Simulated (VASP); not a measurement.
## A VASP study of TiNCl (r2SCAN): structure first, properties next

Aim: relax TiNCl with r2SCAN, compute its properties on that cell and hold them against experiment. The steps: relaxing cell and atoms (r2SCAN), second relaxation, single point with fields (r2SCAN), bands along the symmetry lines (r2SCAN), total and projected DOS (r2SCAN), vibrations at Γ (r2SCAN), volume scan with r2SCAN and fit for r2SCAN. Left out of this account: 1 further run (core levels: core levels are not valid at this level). The start is a cell from a database of measured crystal structures.

Calculated with VASP 6.6.1; r2SCAN; plane waves and PAW (Ti_sv, N, Cl).

The experiments to compare with:

For TiNCl, alpha form, FeOCl-type (pristine microcrystals), “mu-PES Studies on TiNCl and Quasi-two-dimensional Superconductor Na-intercalated TiNCl” (2019, arxiv:1908.10978) gives, by diffraction, Rietveld refinement: lattice constant a 3.9373 ± 0.0001 Å; lattice constant b 3.2554 ± 0.0001 Å; lattice constant c (c, stacking direction) 7.7997 ± 0.0003 Å.

Report form: the programs' logs are mostly left out.

## 1. The structure

Before any relaxation, the start is as follows. The structure is orthorhombic, space group Pmmn (No. 59). Conventional cell: a = 3.258 Å, b = 3.937 Å, c = 7.803 Å, α = 90.00°, β = 90.00°, γ = 90.00°. Ti has 4 N at 2.01 Å and 2 Cl at 2.42 Å nearest. Nearest to N lie 4 Ti at 2.01 Å. Nearest to Cl lie 2 Ti at 2.42 Å. Farther neighbours and most contacts between anions are not listed.

## 2. Relaxing cell and atoms (r2SCAN)

Properties are meant for the cell that this level of theory prefers, so cell and atoms are relaxed first (ISIF = 3) until forces and stress are small; EDIFFG sets the threshold. r2SCAN adds the kinetic-energy density, costs more than a GGA and is run with LASPH.

Contents of INCAR:

```
SYSTEM = TiNCl
PREC = Accurate
ENCUT = 520
EDIFF = 1E-06
NELM = 100
ISMEAR = 0
SIGMA = 0.05
LREAL = .FALSE.
ALGO = Normal
METAGGA = R2SCAN
LASPH = .TRUE.
NBANDS = 30
LORBIT = 11
LWAVE = .FALSE.
LCHARG = .FALSE.
KPAR = 4
IBRION = 2
NSW = 60
ISIF = 3
EDIFFG = -0.01
```

Contents of POSCAR:

```
TiNCl
1.0
    3.2580000000      0.0000000000      0.0000000000
    0.0000000000      3.9370000000      0.0000000000
    0.0000000000      0.0000000000      7.8030000000
Ti N Cl
2 2 2
Direct
    0.0000000000      0.5000000000      0.1000000000
    0.5000000000      0.0000000000      0.9000000000
    0.5000000000      0.5000000000      0.9500000000
    0.0000000000      0.0000000000      0.0500000000
    0.5000000000      0.5000000000      0.3300000000
    0.0000000000      0.0000000000      0.6700000000
```

Contents of KPOINTS:

```
Automatic mesh
0
Gamma
7 6 3
0 0 0
```

The projector-augmented-wave data sets are Ti_sv, N and Cl (PBE family, release 64).

Launch:

```console
$ mpirun -np 4 vasp_std
```

The job ended after 34 min (4 MPI ranks of AMD EPYC 7R43, shared host; peak memory 0.91 GiB; 2.3 h of CPU time).

The gap is read on the k-mesh alone, so it is an upper bound where the band edges lie off the mesh. The bonds form layers, held to each other by dispersion, which r2SCAN holds only at short range, so the spacing between them may come out too wide. The PAW data sets were made with PBE, which is usual practice but a small mismatch for other functionals. The run keeps the 8 symmetry operations of its start, so it cannot find a distortion of lower symmetry.

The steps of the relaxation:

```tsv
step	energy less that of the first step (eV)	largest force (eV/Å)	pressure (GPa)	volume (Å³)
1	0.0000	0.4501	0.96	100.09
2	-0.0076	0.2845	-0.66	101.54
3	-0.0138	0.1435	-0.04	100.95
4	-0.0155	0.0566	0.18	100.98
5	-0.0156	0.0553	0.26	101.00
6	-0.0163	0.0446	-0.10	101.40
7	-0.0163	0.0443	-0.15	101.49
8	-0.0171	0.0468	-0.13	101.59
9	-0.0177	0.0509	-0.04	101.80
10	-0.0180	0.0290	0.11	101.78
11	-0.0181	0.0399	0.28	101.76
12	-0.0183	0.0367	0.28	101.82
13	-0.0186	0.0410	0.22	101.98
14	-0.0191	0.0558	0.09	102.32
15	-0.0191	0.0870	-0.14	102.99
16	-0.0192	0.0731	-0.05	102.69
17	-0.0195	0.0180	0.01	102.82
18	-0.0195	0.0189	0.02	102.84
19	-0.0195	0.0189	-0.01	102.83
20	-0.0195	0.0184	0.00	102.83
21	-0.0195	0.0132	0.01	102.83
22	-0.0196	0.0059	0.03	102.85
```

```tsv
conventional cell, symmetrised	before	after	change
a (Å)	3.258	3.263	+0.2 %
b (Å)	3.937	3.938	+0.0 %
c (Å)	7.803	8.003	+2.6 %
volume (Å³/atom)	16.68	17.14	+2.8 %
```

The atoms that moved most (Å, as changes of fractional coordinates times the final cell):

```tsv
atom	dx	dy	dz	length
Cl5	0.000	0.000	-0.037	0.037
Cl6	0.000	0.000	0.037	0.037
Ti1	0.000	0.000	-0.026	0.026
Ti2	0.000	0.000	0.026	0.026
N3	0.000	0.000	0.025	0.025
N4	0.000	0.000	-0.025	0.025
```

Final coordinates:

```cif
data_structure
_symmetry_space_group_name_H-M 'P 1'
_symmetry_Int_Tables_number 1
_cell_length_a 3.2634
_cell_length_b 3.9378
_cell_length_c 8.0033
_cell_angle_alpha 90.000
_cell_angle_beta 90.000
_cell_angle_gamma 90.000
_cell_volume 102.85
loop_
_atom_site_label
_atom_site_type_symbol
_atom_site_fract_x
_atom_site_fract_y
_atom_site_fract_z
_atom_site_occupancy
Ti1 Ti 0.00000 0.50000 0.09676 1
Ti2 Ti 0.50000 0.00000 0.90324 1
N3 N 0.50000 0.50000 0.95312 1
N4 N 0.00000 0.00000 0.04688 1
Cl5 Cl 0.50000 0.50000 0.32538 1
Cl6 Cl 0.00000 0.00000 0.67462 1
```

This step gave:

* electrons: 48
* bands: 30
* irreducible k-points: 32
* symmetry operations: 8
* free energy (TOTEN): -67.2434 eV
* Fermi energy: 3.579 eV
* pressure: 0.03100 GPa
* metallic: no
* valence top at k: 0, 0, 0
* conduction bottom at k: 0, 0, 0
* least direct gap at k: 0, 0, 0
* SCF cycles over all ionic steps: 154
* gap on the k-mesh: 0.9127 eV
* least direct gap on the k-mesh: 0.9127 eV

It ends with a largest force of 0.006 eV/Å and a pressure of 0.03 GPa. The volume lies +2.8 % from that of the database's start.

## 3. Second relaxation

A relaxation keeps the plane waves of the cell it began with, so it is repeated from the new cell, on a basis made for it.

INCAR is that of step 2.

Contents of POSCAR:

```
TiNCl
1.0
    3.2634051484      0.0000000000      0.0000000000
    0.0000000000      3.9377766089      0.0000000000
    0.0000000000      0.0000000000      8.0033092611
Ti N Cl
2 2 2
Direct
    0.0000000000      0.5000000000      0.0967634862
    0.5000000000      0.0000000000      0.9032365138
    0.5000000000      0.5000000000      0.9531188401
    0.0000000000      0.0000000000      0.0468811599
    0.5000000000      0.5000000000      0.3253827326
    0.0000000000      0.0000000000      0.6746172674
```

KPOINTS is that of step 2.

Launch:

```console
$ mpirun -np 4 vasp_std
```

It took 12 min on 4 MPI ranks; peak memory 0.92 GiB.

Step by step:

```tsv
step	energy less that of the first step (eV)	largest force (eV/Å)	pressure (GPa)	volume (Å³)
1	0.0000	0.0048	0.09	102.85
2	0.0000	0.0168	-0.08	102.99
3	0.0000	0.0109	-0.03	102.93
4	-0.0001	0.0113	0.01	102.94
5	-0.0001	0.0151	0.05	102.94
6	-0.0001	0.0139	0.04	102.97
7	-0.0001	0.0152	0.00	103.06
8	-0.0001	0.0188	-0.01	103.09
9	-0.0001	0.0144	0.00	103.13
10	-0.0002	0.0120	0.01	103.24
11	-0.0002	0.0095	0.01	103.28
```

```tsv
conventional cell, symmetrised	before	after	change
a (Å)	3.263	3.265	+0.0 %
b (Å)	3.938	3.935	-0.1 %
c (Å)	8.003	8.039	+0.4 %
volume (Å³/atom)	17.14	17.21	+0.4 %
```

The relaxed structure:

```xyz
6
Lattice="3.2650 0.0000 0.0000 0.0000 3.9350 0.0000 0.0000 0.0000 8.0390" Properties=species:S:1:pos:R:3 pbc="T T T"
Ti    0.0000    1.9675    0.7768
Ti    1.6325    0.0000    7.2623
N     1.6325    1.9675    7.6671
N     0.0000    0.0000    0.3719
Cl    1.6325    1.9675    2.6075
Cl    0.0000    0.0000    5.4315
```

Numbers from this step:

| Item | Value |
| --- | --- |
| free energy (TOTEN) | -67.2470 eV |
| Fermi energy | 3.534 eV |
| pressure | 0.01360 GPa |
| SCF cycles over all ionic steps | 72 |
| gap on the k-mesh | 0.9180 eV |
| least direct gap on the k-mesh | 0.9180 eV |

It ends with a largest force of 0.009 eV/Å and a pressure of 0.01 GPa.

## 4. Single point with fields (r2SCAN)

A single point on the relaxed cell gives a clean self-consistent state, with density, ELF and potential written out.

INCAR: that of step 3 with these lines changed.

```diff
@@ -14,7 +14,5 @@
 LWAVE = .FALSE.
-LCHARG = .FALSE.
-KPAR = 4
-IBRION = 2
-NSW = 60
-ISIF = 3
-EDIFFG = -0.01
+LCHARG = .TRUE.
+ISIF = 2
+LELF = .TRUE.
+LVHAR = .TRUE.
```

Contents of POSCAR:

```
TiNCl
1.0
    3.2650128465      0.0000000000      0.0000000000
    0.0000000000      3.9349764887      0.0000000000
    0.0000000000      0.0000000000      8.0390175310
Ti N Cl
2 2 2
Direct
    0.0000000000      0.5000000000      0.0966246197
    0.5000000000      0.0000000000      0.9033753803
    0.5000000000      0.5000000000      0.9537411180
    0.0000000000      0.0000000000      0.0462588820
    0.5000000000      0.5000000000      0.3243572331
    0.0000000000      0.0000000000      0.6756427669
```

KPOINTS is that of step 3.

Launch:

```console
$ mpirun -np 4 vasp_std
```

The job ended after 3.9 min (4 MPI ranks; peak memory 0.57 GiB).

This step gave:

```yaml
scf_cycles: 17
bands: 32
free_energy_toten: -67.2475 eV
fermi_energy: 3.499 eV
pressure: -0.005410 GPa
gap_on_the_k_mesh: 0.9183 eV
least_direct_gap_on_the_k_mesh: 0.9183 eV
```

Valence electrons inside each PAW sphere by angular momentum. Sphere charges, by row:

```tsv
atom	s (e)	p (e)	d (e)	tot (e)
Ti1	2.205	6.25	1.788	10.24
Ti2	2.205	6.25	1.788	10.24
N3	1.283	2.517	0	3.8
N4	1.283	2.517	0	3.8
Cl5	1.612	3.564	0	5.176
Cl6	1.612	3.564	0	5.176
```

ELF in the ac plane at fractional y = 0.000, with atoms of Ti and N and Cl within 0.2 Å of it. It is the smooth field of the valence electrons, not physical close to the nuclei.

Ten even steps from '0' (0.00) to '9' (0.96), each cell a mean:
```
88863246776423688
65422369999632245
22101479999741012
33211246776421123
77763222222223677
88888631001368888
56899863003689986
24789873003789874
67888862002688887
99998751001578999
98887520000257888
66643100000013466
22100000000000012
00000000000000000
00000000000000000
00000000000000000
00000000000000000
00000000000000000
33210000000000123
77653200000023567
88877520000257788
67888741001478887
13788631001368873
45887311221137885
```
Columns run along a (3.3 Å), rows up along c (8.0 Å). Atoms in or near the plane, at fractional coordinates: Ti at (0.50, 0.90), N at (0.00, 0.05), Cl at (0.00, 0.68).

Valence density in the ac plane at fractional y = 0.000, with atoms of Ti and N and Cl within 0.2 Å of it. It is the smooth field of the valence electrons, not physical close to the nuclei.

Ten steps, logarithmic in the rise over the least value, from '_' (0 e/Å³) to '@' (12 e/Å³), each cell a mean:
```
++++========**##%%%%##**========++
--------==++##@@@@@@@@##++==------
::::::::--**##@@@@@@@@##**--::::::
::::::::--==**##%%%%##**==--::::::
--------------========------------
++++++==----::::::::::::----==++++
++++++++==--::........::--==++++++
..==++++++--::........::--++++++==
++++++++==--::..____..::--==++++++
++++++==--::..________..::--==++++
------::....____________....::----
........____________________......
__________________________________
__________________________________
__________________________________
__________________________________
__________________________________
__________________________________
..________________________________
::::::....________________....::::
======--::....________....::--====
******++--::....____....::--++****
####**++==--::........::--==++**##
####**++==------====------==++**##
```
Columns run along a (3.3 Å), rows up along c (8.0 Å). Atoms in or near the plane, at fractional coordinates: Ti at (0.50, 0.90), N at (0.00, 0.05), Cl at (0.00, 0.68).

Electrostatic potential energy in the ac plane at fractional y = 0.000, with atoms of Ti and N and Cl within 0.2 Å of it. With pseudopotentials it is smooth inside the atoms' cores, unlike the true potential.

Ten even steps from '_' (-70 eV) to '@' (6 eV), each cell a mean:
```
**##%%%%##**==::::::::==**##%%%%##
@@@@%%%%**==::________::==**%%%%@@
@@@@%%%%**==::________::==**%%%%@@
@@@@@@%%##++==::::::::==++##%%@@@@
%%%%%%%%%%%%##**++++**##%%%%%%%%%%
--==++##%%%%%%%%%%%%%%%%%%%%##++==
______--##%%@@@@@@@@@@@@%%##--____
______..**%%@@@@@@@@@@@@%%**..____
______--##@@@@@@@@@@@@@@@@##--____
--==**##@@@@@@@@@@@@@@@@@@@@##**==
@@@@@@@@@@@@@@@@@@@@@@@@@@@@@@@@@@
@@@@@@@@@@@@@@@@@@@@@@@@@@@@@@@@@@
@@@@@@@@@@@@@@@@@@@@@@@@@@@@@@@@@@
@@@@@@@@@@@@@@@@@@@@@@@@@@@@@@@@@@
@@@@@@@@@@@@@@@@@@@@@@@@@@@@@@@@@@
@@@@@@@@@@@@@@@@@@@@@@@@@@@@@@@@@@
@@@@@@@@@@@@@@@@@@@@@@@@@@@@@@@@@@
@@@@@@@@@@@@@@@@@@@@@@@@@@@@@@@@@@
@@@@@@@@@@@@@@@@@@@@@@@@@@@@@@@@@@
@@@@@@@@@@@@@@@@@@@@@@@@@@@@@@@@@@
%%%%@@@@@@@@@@@@@@@@@@@@@@@@@@@@%%
----++%%@@@@@@@@@@@@@@@@@@@@%%++--
==--::**%%%%@@%%%%%%%%@@%%%%**::--
--::--##%%%%##********##%%%%##--::
```
Columns run along a (3.3 Å; values clipped at the 3rd and 97th percentile), rows up along c (8.0 Å). Atoms in or near the plane, at fractional coordinates: Ti at (0.50, 0.90), N at (0.00, 0.05), Cl at (0.00, 0.68).

In this run the pressure is -0.01 GPa, small enough to go on.

## 5. Bands along the symmetry lines (r2SCAN)

The mesh alone shows little of the dispersion and can miss band extrema, so KPOINTS_OPT adds a path through the symmetry points after the self-consistent cycle.

INCAR: that of step 4 with these lines changed.

```diff
@@ -11,8 +11,6 @@
 LASPH = .TRUE.
-NBANDS = 30
+NBANDS = 40
 LORBIT = 11
 LWAVE = .FALSE.
-LCHARG = .TRUE.
-ISIF = 2
-LELF = .TRUE.
-LVHAR = .TRUE.
+LCHARG = .FALSE.
+KPAR = 4
```

POSCAR is that of step 4.

KPOINTS is that of step 4.

Contents of KPOINTS_OPT:

```
Line mode
16
Line-mode
Reciprocal
  0.00000000   0.00000000   0.00000000 GAMMA
  0.50000000   0.00000000   0.00000000 X

  0.50000000   0.00000000   0.00000000 X
  0.50000000   0.50000000   0.00000000 S

  0.50000000   0.50000000   0.00000000 S
  0.00000000   0.50000000   0.00000000 Y

  0.00000000   0.50000000   0.00000000 Y
  0.00000000   0.00000000   0.00000000 GAMMA

  0.00000000   0.00000000   0.00000000 GAMMA
  0.00000000   0.00000000   0.50000000 Z

  0.00000000   0.00000000   0.50000000 Z
  0.50000000   0.00000000   0.50000000 U

  0.50000000   0.00000000   0.50000000 U
  0.50000000   0.50000000   0.50000000 R

  0.50000000   0.50000000   0.50000000 R
  0.00000000   0.50000000   0.50000000 T

  0.00000000   0.50000000   0.50000000 T
  0.00000000   0.00000000   0.50000000 Z

  0.00000000   0.50000000   0.00000000 Y
  0.00000000   0.50000000   0.50000000 T

  0.50000000   0.00000000   0.50000000 U
  0.50000000   0.00000000   0.00000000 X

  0.50000000   0.50000000   0.00000000 S
  0.50000000   0.50000000   0.50000000 R
```

Launch:

```console
$ mpirun -np 4 vasp_std
```

Wall time 13 min (4 MPI ranks); peak memory 1.2 GiB; 48 min of CPU time.

This step gave:

```yaml
scf_cycles: 16
bands: 40
fermi_energy: 3.655 eV
pressure: 0.01142 GPa
least_gap_on_mesh_and_path: 0.9177 eV
least_direct_gap_on_mesh_and_path: 0.9180 eV
```

Electronic bands along the path, in eV, zero at the valence-band top; v1 is the highest filled band, c1 the lowest empty one:

```tsv
point	v4	v3	v2	v1	c1	c2	c3	c4
Γ	-1.98	-1.89	-0.94	0.00	0.92	2.01	2.48	2.66
0.53 of the way	-2.26	-1.69	-1.54	-1.48	2.13	2.36	2.41	2.53
X	-1.80	-1.80	-1.30	-1.30	2.25	2.25	2.47	2.47
0.53 of the way	-2.18	-2.18	-1.34	-1.34	1.95	1.95	2.29	2.29
S	-2.36	-2.36	-2.29	-2.29	2.23	2.23	2.41	2.41
0.47 of the way	-2.30	-2.30	-2.03	-2.03	1.89	1.89	2.41	2.41
Y	-2.19	-2.19	-1.77	-1.77	1.76	1.76	2.56	2.56
0.47 of the way	-1.95	-1.92	-1.71	-1.47	1.88	2.01	2.04	2.51
Γ	-1.98	-1.89	-0.94	0.00	0.92	2.01	2.48	2.66
0.47 of the way	-2.05	-1.93	-0.98	0.00	0.92	2.01	2.45	2.66
Z	-2.30	-1.86	-1.03	0.00	0.92	2.00	2.41	2.65
0.47 of the way	-2.12	-1.84	-1.48	-1.38	1.97	2.38	2.41	2.58
U	-1.80	-1.80	-1.32	-1.32	2.21	2.21	2.46	2.46
0.47 of the way	-2.10	-2.10	-1.19	-1.19	1.90	1.90	2.27	2.27
R	-2.40	-2.40	-2.17	-2.17	2.25	2.25	2.38	2.38
0.47 of the way	-2.59	-2.59	-1.85	-1.85	1.88	1.88	2.53	2.53
T	-1.77	-1.77	-1.68	-1.68	1.76	1.76	2.55	2.55
0.53 of the way	-1.88	-1.85	-1.48	-1.36	1.71	2.07	2.17	2.32
Z	-2.30	-1.86	-1.03	0.00	0.92	2.00	2.41	2.65
jump to Y	-2.19	-2.19	-1.77	-1.77	1.76	1.76	2.56	2.56
0.47 of the way	-1.91	-1.91	-1.77	-1.77	1.76	1.76	2.55	2.55
T	-1.77	-1.77	-1.68	-1.68	1.76	1.76	2.55	2.55
jump to U	-1.80	-1.80	-1.32	-1.32	2.21	2.21	2.46	2.46
0.47 of the way	-1.80	-1.80	-1.31	-1.31	2.22	2.22	2.46	2.46
X	-1.80	-1.80	-1.30	-1.30	2.25	2.25	2.47	2.47
jump to S	-2.36	-2.36	-2.29	-2.29	2.23	2.23	2.41	2.41
```

Of the projections kept (Ti, N, Cl), the largest for each band there; the rest of the weight can lie on other orbitals:

```tsv
point	v4	v3	v2	v1	c1	c2	c3	c4
Γ	Cl 0.85	Cl 0.65	Cl 0.54	N 0.83	Ti 1.00	Ti 0.98	Ti 0.87	Ti 1.00
X	Cl 0.88	Cl 0.88	N 0.78	N 0.78	Ti 0.96	Ti 0.96	Ti 0.95	Ti 0.95
S	N 0.58	N 0.58	Cl 0.69	Cl 0.69	Ti 0.95	Ti 0.95	Ti 0.89	Ti 0.89
Y	Cl 0.48	Cl 0.48	Cl 0.80	Cl 0.80	Ti 0.94	Ti 0.94	Ti 0.94	Ti 0.94
Γ	Cl 0.85	Cl 0.65	Cl 0.54	N 0.83	Ti 1.00	Ti 0.98	Ti 0.87	Ti 1.00
Z	Cl 0.94	Cl 0.85	Cl 0.51	N 0.83	Ti 1.00	Ti 0.98	Ti 0.89	Ti 0.75
```

The path finds the gap of the mesh within 0.02 eV, so the mesh comes close to both band edges.

## 6. Total and projected DOS (r2SCAN)

A density of states needs more k-points than a total energy; ISMEAR = -5 takes tetrahedra, and LORBIT projects the states on the PAW spheres. The mesh is finer than in the run before.

INCAR: that of step 5 with these lines changed.

```diff
@@ -5,3 +5,3 @@
 NELM = 100
-ISMEAR = 0
+ISMEAR = -5
 SIGMA = 0.05
@@ -16 +16,2 @@
 KPAR = 4
+NEDOS = 2001
```

POSCAR is that of step 5.

Contents of KPOINTS:

```
Automatic mesh
0
Gamma
10 8 4
0 0 0
```

Launch:

```console
$ mpirun -np 4 vasp_std
```

Run time: 7.3 min. Hardware: 4 MPI ranks; peak memory 1.6 GiB.

This step gave:

```yaml
irreducible_k_points: 90
free_energy_toten: -67.2493 eV
fermi_energy: 3.286 eV
pressure: -8.60e-4 GPa
gap_on_the_k_mesh: 0.9202 eV
least_direct_gap_on_the_k_mesh: 0.9202 eV
```

The density of states has structure finer than the step of the table below, so its rows give means over 0.5 eV, whole bins alone (the curve runs from -12.0 to 3.94 eV). Peaks (eV: height): total -4.53: 11.4, -4.38: 10.5, 2.36: 11.6, 2.60: 10.4; Ti d 1.80: 6.08, 2.36: 9.27, 2.60: 8.40, 3.23: 3.75; Cl p -4.38: 3.05, -3.03: 2.59, -2.32: 3.86, -1.92: 3.74; N p -5.25: 1.33, -4.53: 3.12, -4.14: 2.02, -1.21: 2.06; Ti p -4.53: 0.668, -4.38: 0.312, -1.92: 0.176, 2.36: 0.0993.

States under -12.0 eV and over 3.9 eV are left out. Density of states against energy, zero at the valence-band top; means over each step; values in states/eV/cell:

```tsv
energy (eV)	total	Ti d	Cl p	N p	Ti p	Ti s	N s
-6.5	0	0	0	0	0	0	0
-6.0	0.00174	2.3e-4	1.0e-4	5.6e-4	3.1e-5	1.8e-4	0
-5.5	1.77	0.272	0.125	0.555	0.0330	0.145	0.00524
-5.0	2.97	0.430	0.419	0.783	0.0638	0.180	0.0137
-4.5	7.33	1.18	1.64	1.56	0.279	0.0825	0.0212
-4.0	7.06	1.37	1.77	1.43	0.186	0.0511	0.0143
-3.5	5.35	0.975	1.77	0.849	0.0836	0.0451	0.00963
-3.0	5.04	0.655	2.07	0.609	0.0701	0.0376	0.0159
-2.5	5.78	0.520	2.49	0.803	0.104	0.0230	0.0126
-2.0	6.64	0.548	2.84	1.12	0.120	0.0190	0.0152
-1.5	4.37	0.501	0.959	1.53	0.108	0.0362	0.0133
-1.0	1.39	0.169	0.134	0.641	0.0525	0.0127	0.00437
-0.5	0.260	0.0379	0.00513	0.141	0.0136	0.00112	0.00131
0.0	0.0320	0.00384	1.5e-4	0.0188	0.00180	7.5e-5	9.0e-5
0.5	0	0	0	0	0	0	0
1.0	0.125	0.0965	0.00154	0.00678	5.3e-4	5.7e-5	5.7e-5
1.5	1.21	0.896	0.0449	0.0751	0.00709	0.00295	0.00230
2.0	7.23	5.67	0.232	0.272	0.0372	0.0273	0.0127
2.5	9.30	7.38	0.313	0.435	0.0562	0.0357	0.00695
3.0	3.76	2.78	0.0804	0.343	0.0401	0.0691	0.00895
3.5	2.37	1.65	0.0467	0.303	0.0108	0.0805	0.00335
```

The gap on this mesh is 0.92 eV. In the top eV of the valence band the largest shares in the PAW spheres are N p 52 % and Ti d 15 %. The rest lies in smaller channels or between the spheres.

[end of part 1 of 2]

[Lines on the potential files, build, host, timing and source positions are cut from VASP's logs without a mark.]

[Logs are printed without paths, hosts, clocks, repeated set-up lines and the standing remarks that a program may print on its own settings, such as how far it seeks lower states.]

[Hosts, paths, dates, database ids (printed as entryN), source tags and the programs' standing remarks are cut or masked in the printed files.]

[A measured line is paired with the nearest computed mode of its activity, which favours agreement.]
